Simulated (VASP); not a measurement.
These are PBEsol GGA, VASP's PBE PAW potentials (set 64) (plane waves; VASP) values and carry that method's errors. For the first row: Settings: 520 eV cut-off, 13×13×13 Γ-centred mesh, tetrahedra with Blöchl corrections, potentials Li_sv Cu.

```tsv
system	energy (eV/atom)
LiCu$_{3}$ (space group I4/mmm)	-3.7356
Li (bcc)	-1.9645
Cu (fcc)	-4.3078
```

The references are the elements' solids at the same level; no temperature or zero-point terms are added.

What is the formation energy per atom of LiCu3?

The references average (1×(-1.9645) + 3×(-4.3078))/4 = -3.7220 eV, so the formation energy is -3.7356 − (-3.7220) = -0.014 eV/atom.
